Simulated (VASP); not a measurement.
```
CELL_PARAMETERS angstrom
      2.30451    -3.99153     0.00000
      2.30451     3.99153     0.00000
      0.00000     0.00000     7.49408
ATOMIC_POSITIONS crystal
  Mg 0.66667 0.33333 0.49975
  Mg 0.33333 0.66667 0.99975
  Te 0.66667 0.33333 0.87625
  Te 0.33333 0.66667 0.37625
```

Method: PBE GGA, VASP's PBE PAW potentials (set 64) (plane waves; VASP). Numerical set-up: 350 eV cut-off, 5×5×3 Γ-centred mesh, Gaussian smearing of 0.050 eV, potentials Mg Te.

Q: Predict the energy per atom (σ→0).

A: 
```json
{
  "energy per atom (σ→0)": "-3.201 eV/atom"
}
```

Total energies compare only between runs with the same potentials, cut-off and functional.

The compound is MgTe in the wurtzite structure. It was relaxed first.
